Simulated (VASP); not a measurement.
A cell of KI (rock salt) near equilibrium:

```
CELL_PARAMETERS angstrom
      0.00000     3.59309     3.59309
      3.59309     0.00000     3.59309
      3.59309     3.59309     0.00000
ATOMIC_POSITIONS crystal
  K  0.00000 0.00000 0.00000
  I  0.50000 0.50000 0.50000
```

Calculation: PBE GGA, VASP's PBE PAW potentials (set 64) (plane waves; VASP).

Unless said otherwise, spin-orbit coupling is left out, though it shifts the bands of the heavy elements here.

```tsv
run	ΔE (meV/atom)	σxx	σyy	σzz	largest shear component, with its sign (GPa)	gap (eV)
as it is	0.0	0.00	0.00	0.00	0.00	3.85
after one change	26.4	1.75	1.75	1.75	0.00	4.14
```
Stress is in GPa, positive when the cell is compressed; gaps are those on the k-mesh, and 0.00 means metallic.

Problem. What was changed between the two runs?
(A) shear strain γ_xy = +4.0 %
(B) isotropic strain of -4.0 %
(C) uniaxial strain of +1.5 % along y
(D) isotropic strain of -2.0 %

Solution. B, isotropic strain of -4.0 %

The compound is KI in the rock salt structure.
